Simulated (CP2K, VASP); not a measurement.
VASP ran on this input.

POSCAR:
```
TiAu4
1
   -3.2748300000     3.2748300000     1.9818300000
    3.2748300000    -3.2748300000     1.9818300000
    3.2748300000     3.2748300000    -1.9818300000
Ti Au
1 4
Direct
  0.0016540000   0.0083750000   0.0035100000
  0.7704300000   0.5887350000   0.3859600000
  0.2097530000   0.3931140000   0.5947150000
  0.6109360000   0.2160630000   0.8264630000
  0.4072270000   0.7937130000   0.1893520000
```

**INCAR**
```
! general
SYSTEM  = TiAu4
PREC    = Accurate
ENCUT   = 300
LREAL   = .False.
LASPH   = .True.

! electronic loop
EDIFF   = 1E-6
NELM    = 100
ALGO    = Normal
LMAXMIX = 6

! smearing
ISMEAR  = 0
SIGMA   = 0.272

! ions
ISIF    = 2

! output
LWAVE   = .False.
LCHARG  = .False.
```

KPOINTS:
```
Automatic mesh
0
Gamma
5 5 4
0 0 0
```

POTCAR, in this order: Ti_sv Au (LDA.64 set). Program: vasp_std.

Task: Write an input for CP2K that does the same calculation.

Result: One input that does it (LDA (Pade form), GPW, DZVP-MOLOPT-SR-GTH basis, GTH-PADE potentials (GTH_POTENTIALS)):
```
&GLOBAL
  PROJECT tiau4
  RUN_TYPE ENERGY_FORCE
  PRINT_LEVEL LOW
&END GLOBAL
&FORCE_EVAL
  METHOD Quickstep
  STRESS_TENSOR ANALYTICAL
  &DFT
    BASIS_SET_FILE_NAME BASIS_MOLOPT
    POTENTIAL_FILE_NAME GTH_POTENTIALS
    &QS
      METHOD GPW
      EPS_DEFAULT 1E-10
    &END QS
    &MGRID
      CUTOFF 600
      REL_CUTOFF 40
      NGRIDS 5
    &END MGRID
    &SCF
      SCF_GUESS ATOMIC
      EPS_SCF 1E-6
      MAX_SCF 100
      ADDED_MOS 10
      &DIAGONALIZATION
        ALGORITHM STANDARD
      &END DIAGONALIZATION
      &MIXING
        METHOD BROYDEN_MIXING
        ALPHA 0.2
        NBUFFER 8
        BETA 1.5
      &END MIXING
      &SMEAR ON
        METHOD GAUSSIAN
        SIGMA [eV] 0.272
      &END SMEAR
    &END SCF
    &KPOINTS
      SCHEME MONKHORST-PACK 5 5 4
      GAMMA_CENTERED T
    &END KPOINTS
    &XC
      &XC_FUNCTIONAL PADE
      &END XC_FUNCTIONAL
    &END XC
    &PRINT
      &MO
        EIGENVALUES T
        OCCUPATION_NUMBERS T
        NDIGITS 8
        FILENAME mo
        &EACH
          QS_SCF 0
        &END EACH
        ADD_LAST NUMERIC
      &END MO
      &MULLIKEN OFF
      &END MULLIKEN
    &END PRINT
  &END DFT
  &SUBSYS
    &CELL
      A 5.03752600 0.00000000 0.00000000
      B -3.47817000 3.64403700 0.00000000
      C -0.77967800 -1.82201900 4.63130900
      PERIODIC XYZ
    &END CELL
    &COORD
      SCALED
      Ti       0.00165400     0.00837500     0.00351000
      Au       0.77043000     0.58873500     0.38596000
      Au       0.20975300     0.39311400     0.59471500
      Au       0.61093600     0.21606300     0.82646300
      Au       0.40722700     0.79371300     0.18935200
    &END COORD
    &KIND Ti
      BASIS_SET DZVP-MOLOPT-SR-GTH-q12
      POTENTIAL GTH-PADE-q12
    &END KIND
    &KIND Au
      BASIS_SET DZVP-MOLOPT-SR-GTH-q11
      POTENTIAL GTH-PADE-q11
    &END KIND
  &END SUBSYS
  &PRINT
    &FORCES ON
    &END FORCES
    &STRESS_TENSOR ON
    &END STRESS_TENSOR
  &END PRINT
&END FORCE_EVAL
```
Both inputs were run and reached self-consistency, which says nothing on mesh or cut-off. Potentials, basis and cut-offs are each code's own, so they don't translate, and total energies aren't comparable.

VASP's LDA is the Perdew-Zunger fit; the other code's may be Perdew-Wang, which differs slightly.

The structure comes from a computed database's TiAu4 entry; how it stands against other phases isn't given here. The cell was not relaxed at this level, atoms are displaced from their ideal sites, and it may have been scaled.
